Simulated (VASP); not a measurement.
These are PBEsol GGA, VASP's PBE PAW potentials (set 64) (plane waves; VASP 6.6.1) values and carry that method's errors.

Input for VASP

### KPOINTS
```
Automatic mesh
0
Gamma
7 7 7
0 0 0
```

File POSCAR:
```
PbF2
1
    0.0000000000     2.8482028807     2.8482028807
    2.8482028807     0.0000000000     2.8482028807
    2.8482028807     2.8482028807     0.0000000000
Pb F
1 2
Direct
  0.0000000000   0.0000000000   0.0000000000
  0.2500000000   0.2500000000   0.2500000000
  0.7500000000   0.7500000000   0.7500000000
```

### INCAR
```
ALGO=Normal
EDIFF=1E-6
EDIFFG=-0.02
ENCUT=620
GGA=PS
IBRION=2
ISIF=3
ISMEAR=0
LASPH=.TRUE.
LCHARG=.FALSE.
LMAXMIX=4
LREAL=.FALSE.
LWAVE=.FALSE.
NELM=100
NSW=40
PREC=Accurate
PSTRESS=200
SIGMA=0.05
SYSTEM=PbF2
```

POTCAR, in this order: Pb_d F (PBE.64 set). Program: vasp_std.

The resulting files:

### OSZICAR
```
       N       E                     dE             d eps       ncg     rms          rms(c)
DAV:   1     0.329819092137E+03    0.32982E+03   -0.16843E+04   720   0.208E+03
DAV:   2     0.132364361515E+02   -0.31658E+03   -0.30416E+03   820   0.508E+02
DAV:   3    -0.153195517299E+02   -0.28556E+02   -0.28258E+02   820   0.164E+02
DAV:   4    -0.162048642785E+02   -0.88531E+00   -0.88294E+00   780   0.293E+01
DAV:   5    -0.162339447031E+02   -0.29080E-01   -0.29079E-01   832   0.542E+00    0.695E+00
DAV:   6    -0.148016264913E+02    0.14323E+01   -0.74670E+00   962   0.254E+01    0.236E+00
DAV:   7    -0.147944546962E+02    0.71718E-02   -0.30046E-01   728   0.420E+00    0.139E+00
DAV:   8    -0.147906967659E+02    0.37579E-02   -0.72951E-02   724   0.366E+00    0.446E-01
DAV:   9    -0.147884396697E+02    0.22571E-02   -0.12946E-02   930   0.110E+00    0.967E-02
DAV:  10    -0.147894732679E+02   -0.10336E-02   -0.13314E-03   720   0.261E-01    0.257E-02
DAV:  11    -0.147895052232E+02   -0.31955E-04   -0.49076E-05   762   0.728E-02    0.974E-03
DAV:  12    -0.147895148125E+02   -0.95893E-05   -0.27333E-05   720   0.603E-02    0.506E-03
DAV:  13    -0.147895143621E+02    0.45036E-06   -0.16575E-06   602   0.216E-02
   1 F= -.90210240E+01 E0= -.90210240E+01  d E =-.902102E+01
       N       E                     dE             d eps       ncg     rms          rms(c)
DAV:   1    -0.204481567830E+02   -0.56586E+01   -0.15931E+02   910   0.176E+02    0.182E+01
DAV:   2    -0.145180122503E+02    0.59301E+01   -0.23308E+01   818   0.578E+01    0.413E+00
DAV:   3    -0.140464448216E+02    0.47157E+00   -0.15128E+00   852   0.269E+01    0.144E+00
DAV:   4    -0.140061872946E+02    0.40258E-01   -0.30201E-01   872   0.970E+00    0.557E-01
DAV:   5    -0.140120111508E+02   -0.58239E-02   -0.56310E-02   724   0.301E+00    0.394E-01
DAV:   6    -0.140084262581E+02    0.35849E-02   -0.13204E-02   964   0.166E+00    0.855E-02
DAV:   7    -0.140083757562E+02    0.50502E-04   -0.21853E-03   806   0.630E-01    0.309E-02
DAV:   8    -0.140083598959E+02    0.15860E-04   -0.16495E-04   962   0.190E-01    0.766E-03
DAV:   9    -0.140083599568E+02   -0.60986E-07   -0.63885E-06   726   0.363E-02
   2 F= -.90036727E+01 E0= -.90036727E+01  d E =0.173513E-01
       N       E                     dE             d eps       ncg     rms          rms(c)
DAV:   1    -0.161005559768E+02   -0.20922E+01   -0.45550E+01   902   0.114E+02    0.890E+00
DAV:   2    -0.146537317257E+02    0.14468E+01   -0.55177E+00   758   0.274E+01    0.199E+00
DAV:   3    -0.145229463929E+02    0.13079E+00   -0.33370E-01   858   0.116E+01    0.679E-01
DAV:   4    -0.145077939809E+02    0.15152E-01   -0.88206E-02   832   0.521E+00    0.251E-01
DAV:   5    -0.145083520446E+02   -0.55806E-03   -0.11547E-02   820   0.157E+00    0.129E-01
DAV:   6    -0.145077901139E+02    0.56193E-03   -0.21449E-03   918   0.791E-01    0.456E-02
DAV:   7    -0.145077550733E+02    0.35041E-04   -0.28474E-04   802   0.220E-01    0.100E-02
DAV:   8    -0.145077583344E+02   -0.32611E-05   -0.24517E-05   744   0.657E-02    0.381E-03
DAV:   9    -0.145077584749E+02   -0.14050E-06   -0.21393E-06   738   0.213E-02
   3 F= -.91244307E+01 E0= -.91244307E+01  d E =-.103407E+00
```

**OUTCAR**
```
------------------------ aborting loop because EDIFF is reached ----------------------------------------
  FORCE on cell =-STRESS in cart. coord.  units (eV):
  Direction    XX          YY          ZZ          XY          YZ          ZX
  --------------------------------------------------------------------------------------
  Total        5.3450070      5.3450070      5.3450070     -0.0000000      0.0000000      0.0000000
  in kB      198.5763168    198.5763168    198.5763168     -0.0000000      0.0000000      0.0000000
  external PRESSURE =      -1.4236832 kB  Pullay stress =     200.0000000 kB
  volume of cell :       43.13
      direct lattice vectors                 reciprocal lattice vectors
     0.000000000  2.783345622  2.783345622    -0.179639925  0.179639925  0.179639925
     2.783345622  0.000000000  2.783345622     0.179639925 -0.179639925  0.179639925
     2.783345622  2.783345622 -0.000000000     0.179639925  0.179639925 -0.179639925
 POSITION                                       TOTAL-FORCE (eV/Angst)
 -----------------------------------------------------------------------------------
      0.00000      0.00000      0.00000         0.000000      0.000000      0.000000
      1.39167      1.39167      1.39167         0.000000      0.000000      0.000000
      4.17502      4.17502      4.17502        -0.000000     -0.000000     -0.000000
 -----------------------------------------------------------------------------------
    total drift:                                0.000000      0.000000      0.000000
  FREE ENERGIE OF THE ION-ELECTRON SYSTEM (eV)
  ---------------------------------------------------
  free  energy   TOTEN  =       -14.5077584749 eV

  energy  without entropy=      -14.5077584749  energy(sigma->0) =      -14.50775847
  enthalpy is  TOTEN    =        -9.1244306975 eV   P V=        5.3833277774

 reached required accuracy - stopping structural energy minimisation
```
(Selected blocks of OUTCAR.)

### CONTCAR
```
PbF2
   1.00000000000000
     0.0000000000000000    2.7833456223684361    2.7833456223684361
     2.7833456223684361    0.0000000000000000    2.7833456223684361
     2.7833456223684361    2.7833456223684361   -0.0000000000000000
  Pb              F
     1     2
Direct
     0.0000000000000000    0.0000000000000000    0.0000000000000000
     0.2500000000000000    0.2500000000000000    0.2500000000000000
     0.7500000000000000    0.7500000000000000    0.7500000000000000
```

Energy and stress use the plane-wave basis of the starting cell.

The compound is PbF2 in the fluorite structure, the β form. This run relaxes it under an external pressure of 20 GPa. Symmetry was kept, so distortions that lower it aren't found.
